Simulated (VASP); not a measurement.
Output of a VASP run:

File OUTCAR:
```
 ion  position               nearest neighbor table
   1  0.000  0.000  0.000-
  LATTYP: Found a body centered cubic cell.
 ALAT       =     2.9072879800
 Subroutine PRICEL returns:
 Original cell was already a primitive cell.
 Subroutine GETGRP returns: Found 48 space group operations
The static configuration has the point symmetry O_h .
The dynamic configuration has the point symmetry O_h .
 Subroutine INISYM returns: Found 48 space group operations
 Subroutine IBZKPT returns following result:
 Found    165 irreducible k-points:

 Following reciprocal coordinates:
            Coordinates               Weight
  0.000000  0.000000  0.000000      1.000000
  0.058824  0.000000  0.000000     12.000000
  0.117647  0.000000  0.000000     12.000000
  0.176471  0.000000  0.000000     12.000000
  0.235294  0.000000  0.000000     12.000000
  0.294118  0.000000  0.000000     12.000000
  0.352941  0.000000  0.000000     12.000000
  0.411765  0.000000  0.000000     12.000000
  0.470588  0.000000  0.000000     12.000000
  0.058824  0.058824  0.000000     24.000000
  0.117647  0.058824  0.000000     48.000000
  0.176471  0.058824  0.000000     48.000000
  0.235294  0.058824  0.000000     48.000000
  0.294118  0.058824  0.000000     48.000000
  0.352941  0.058824  0.000000     48.000000
  0.411765  0.058824  0.000000     48.000000
  0.470588  0.058824  0.000000     24.000000
  0.117647  0.117647  0.000000     24.000000
  0.176471  0.117647 -0.000000     48.000000
  0.235294  0.117647 -0.000000     48.000000
  0.294118  0.117647  0.000000     48.000000
  0.352941  0.117647  0.000000     48.000000
  0.411765  0.117647  0.000000     48.000000
  0.176471  0.176471  0.000000     24.000000
  0.235294  0.176471  0.000000     48.000000
  0.294118  0.176471 -0.000000     48.000000
  0.352941  0.176471  0.000000     48.000000
  0.411765  0.176471 -0.000000     24.000000
  0.235294  0.235294  0.000000     24.000000
  0.294118  0.235294  0.000000     48.000000
  0.352941  0.235294  0.000000     48.000000
  0.294118  0.294118  0.000000     24.000000
  0.352941  0.294118  0.000000     24.000000
  0.058824  0.058824  0.058824      8.000000
  0.117647  0.058824  0.058824     24.000000
  0.176471  0.058824  0.058824     24.000000
  0.235294  0.058824  0.058824     24.000000
  0.294118  0.058824  0.058824     24.000000
  0.352941  0.058824  0.058824     24.000000
  0.411765  0.058824  0.058824     24.000000
   k-points           NKPTS =    165   k-points in BZ     NKDIM =    165   number of bands    NBANDS=     10
   number of dos      NEDOS =    301   number of ions     NIONS =      1
   total plane-waves  NPLWV =   5832
   dimension x,y,z NGX =    18 NGY =   18 NGZ =   18
   dimension x,y,z NGXF=    36 NGYF=   36 NGZF=   36
   ions per type =               1
   PREC   = accura    normal or accurate (medium, high low for compatibility)
   ISTART =      0    job   : 0-new  1-cont  2-samecut
   ICHARG =      2    charge: 1-file 2-atom 10-const
   ISPIN  =      1    spin polarized calculation?
   LNONCOLLINEAR =      F non collinear calculations
   LSORBIT =      F    spin-orbit coupling
   INIWAV =      1    electr: 0-lowe 1-rand  2-diag
   ENCUT  =  500.0 eV  36.75 Ry    6.06 a.u.   4.59  4.59  4.59*2*pi/ulx,y,z
   NELM   =    100;   NELMIN=  2; NELMDL= -5     # of ELM steps
   EDIFF  = 0.1E-05   stopping-criterion for ELM
   LREAL  =      F    real-space projection
   NLSPLINE    = F    spline interpolate recip. space projectors
   LMAXMIX     =    4 max onsite mixed and CHGCAR
   VOSKOWN=      0    Vosko Wilk Nusair interpolation
   EDIFFG = -.2E-01   stopping-criterion for IOM
   NSW    =     40    number of steps for IOM
   NBLOCK =      1;   KBLOCK =     40    inner block; outer block
   IBRION =      2    ionic relax: 0-MD 1-quasi-New 2-CG
   NFREE  =      1    steps in history (QN), initial steepest desc. (CG)
...
```

**OSZICAR**
```
       N       E                     dE             d eps       ncg     rms          rms(c)
DAV:   1     0.835011913433E+02    0.83501E+02   -0.71998E+03  3302   0.141E+03
DAV:   2    -0.878811921591E+01   -0.92289E+02   -0.90361E+02  3378   0.364E+02
DAV:   3    -0.101322968119E+02   -0.13442E+01   -0.13168E+01  3420   0.521E+01
DAV:   4    -0.101404406488E+02   -0.81438E-02   -0.81422E-02  3354   0.424E+00
DAV:   5    -0.101405371774E+02   -0.96529E-04   -0.96528E-04  3428   0.457E-01    0.209E+01
DAV:   6    -0.894954131711E+01    0.11910E+01   -0.44019E+00  3316   0.325E+01    0.314E+00
DAV:   7    -0.892673780166E+01    0.22804E-01   -0.33927E-02  3342   0.230E+00    0.128E+00
DAV:   8    -0.891952397880E+01    0.72138E-02   -0.71125E-03  3320   0.152E+00    0.875E-02
DAV:   9    -0.891949942197E+01    0.24557E-04   -0.23970E-04  3334   0.261E-01    0.313E-02
DAV:  10    -0.891950351818E+01   -0.40962E-05   -0.84641E-06  3320   0.391E-02    0.157E-03
DAV:  11    -0.891950378135E+01   -0.26317E-06   -0.15641E-07  1672   0.593E-03
   1 F= -.73857573E+01 E0= -.73855965E+01  d E =-.738576E+01
```

### OUTCAR
```
------------------------ aborting loop because EDIFF is reached ----------------------------------------
  FORCE on cell =-STRESS in cart. coord.  units (eV):
  Direction    XX          YY          ZZ          XY          YZ          ZX
  --------------------------------------------------------------------------------------
  Total        1.5244465      1.5244465      1.5244465      0.0000000     -0.0000000      0.0000000
  in kB      198.7872872    198.7872872    198.7872872      0.0000000     -0.0000000      0.0000000
  external PRESSURE =      -1.2127128 kB  Pullay stress =     200.0000000 kB
  volume of cell :       12.29
      direct lattice vectors                 reciprocal lattice vectors
    -1.453643990  1.453643990  1.453643990     0.000000000  0.343963174  0.343963174
     1.453643990 -1.453643990  1.453643990     0.343963174  0.000000000  0.343963174
     1.453643990  1.453643990 -1.453643990     0.343963174  0.343963174  0.000000000
 POSITION                                       TOTAL-FORCE (eV/Angst)
 -----------------------------------------------------------------------------------
      0.00000      0.00000      0.00000        -0.000000     -0.000000     -0.000000
 -----------------------------------------------------------------------------------
    total drift:                                0.000000     -0.000000      0.000000
  FREE ENERGIE OF THE ION-ELECTRON SYSTEM (eV)
  ---------------------------------------------------
  free  energy   TOTEN  =        -8.9195037814 eV

  energy  without entropy=       -8.9190214253  energy(sigma->0) =       -8.91934300
  enthalpy is  TOTEN    =        -7.3857573127 eV   P V=        1.5337464686

 reached required accuracy - stopping structural energy minimisation
```
(Selected blocks of OUTCAR.)

POSCAR:
```
V
1
   -1.4536439900     1.4536439900     1.4536439900
    1.4536439900    -1.4536439900     1.4536439900
    1.4536439900     1.4536439900    -1.4536439900
V
1
Direct
  0.0000000000   0.0000000000   0.0000000000
```

### Question
Reconstruct the remaining input files.

### Answer
This is not unique; one that fits is the input of the run itself, PBE GGA, plane waves, VASP's PBE PAW potentials (set 64).

KPOINTS:
```
kpoints
0
G
17 17 17
```

INCAR:
```
SYSTEM = V
PREC = Accurate
ENCUT = 500
EDIFF = 1E-6
NELM = 100
ALGO = Normal
LREAL = .FALSE.
LASPH = .TRUE.
ISMEAR = 1
SIGMA = 0.1
GGA = PE
LMAXMIX = 4
LWAVE = .FALSE.
LCHARG = .FALSE.
IBRION = 2
ISIF = 3
NSW = 40
EDIFFG = -0.02
PSTRESS = 200
```

POTCAR, in this order: V_sv (PBE.64 set). Program: vasp_std.

The compound is V in the bcc structure. It was relaxed first under an external pressure of 20 GPa. The run is not spin-polarised, so no magnetic state was tried.
